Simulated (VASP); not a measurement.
Here is a VASP 6.6.1 calculation.

Contents of INCAR:

```
SYSTEM = Al2GaP3
PREC = Normal
ENCUT = 520
EDIFF = 1E-4
ISMEAR = 0
SIGMA = 0.15
LREAL = .False.
LASPH = .True.
NELM = 60
ALGO = Fast
ISIF = 3
LWAVE = .False.
LCHARG = .False.
GGA = PE
IBRION = 2
NSW = 24
EDIFFG = -0.08
```

KPOINTS

```
regular mesh
0
Gamma
  4 4 2
  0 0 0
```

POSCAR

```
Al2GaP3
1.0
    3.9328156200      0.0000000000      0.0000000000
   -1.9664078100      3.4059182400      0.0000000000
    0.0000000000      0.0000000000      8.0548471500
Al Ga P
2 1 3
Direct
    0.0000000000      0.0000000000      0.7851826900
    0.0000000000      0.0000000000      0.2148173100
    0.0000000000      0.0000000000      0.5000000000
    0.3333333300      0.6666666700      0.0000000000
    0.6666666700      0.3333333300      0.0000000000
    0.0000000000      0.0000000000      0.0000000000
```

Potentials or basis: VASP PAW PBE potentials, release 64 (Al, Ga_d, P).

Run with:

```bash
$ cat potpaw_PBE.64/Al/POTCAR potpaw_PBE.64/Ga_d/POTCAR potpaw_PBE.64/P/POTCAR > POTCAR
$ mpirun -np 1 vasp_std > vasp.out
```

(1) Estimate the relaxed volume.

(2) What does it give for the band gap on the k mesh?

## Answers

(1) 25.93 Å³/atom.

(2) none (metal or under the smearing width).

Caveat: the k mesh is coarse (spacing up to 0.46 Å⁻¹), so the values aren't converged; the volume moved by over 15 % at a fixed basis, so the end points are rough.
